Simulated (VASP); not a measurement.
The input files of a VASP run:

**KPOINTS**
```
Automatic
0
Gamma
  7 7 7
0 0 0
```

POSCAR:
```
Cs
1
    4.9312902078    -0.0000000000     0.0000000000
    0.0000000000     4.9312902078     0.0000000000
   -0.0000000000    -0.0000000000     4.9312902078
Cs
1
Direct
  0.0000000000   0.0000000000   0.0000000000
```

INCAR:
```
! general
SYSTEM =Cs
PREC   =Accurate
ENCUT  =400
LREAL  =.FALSE.
LASPH  =.TRUE.

! electronic loop
EDIFF  =1E-6
NELM   =100
ALGO   =Normal
LMAXMIX=4

! smearing
ISMEAR =1
SIGMA  =0.1

! functional
GGA    =PS

! ions
IBRION =2
NSW    =60
ISIF   =3
EDIFFG =-0.01

! output
LWAVE  =.FALSE.
LCHARG =.FALSE.
```

POTCAR, in this order: Cs_sv (PBE.64 set). Program: vasp_std.

### Question
Write an equivalent input for Ansatz.

### Answer
One equivalent input (not run):
Ansatz 0.2 input:
```yaml
crystal:
  lattice:
    - [4.9312902, 0.0000000, 0.0000000]
    - [0.0000000, 4.9312902, 0.0000000]
    - [0.0000000, 0.0000000, 4.9312902]
  atoms:
    - { symbol: Cs, position: [0.0000000, 0.0000000, 0.0000000] }
kpoints:
  mp_grid: { grid: [7, 7, 7] }
hamiltonian:
  xc: pbesol
  pseudopotentials: { kind: paw }
scf:
  occupations: { method: methfessel_paxton, width: 0.1 }
  max_iter: 100
relax:
  max_steps: 60
  f_tol: 0.01
  cell: {}
output: { forces: true, stress: true, eigenvalues: true }
```
The two are equivalent in intent, not identical: each code has its own PAW files, so the cut-off isn't converted (ENCUT is set for VASP's; basis.ecutwfc is left out, and Ansatz then takes the one that its files recommend); Ansatz stops its SCF on the density residual and VASP on the energy change (EDIFF).

The structure was generated: Cs was put into the simple-cubic type (Pm-3m), which need not be its known phase. It was relaxed first. The start is the result of an earlier pass.
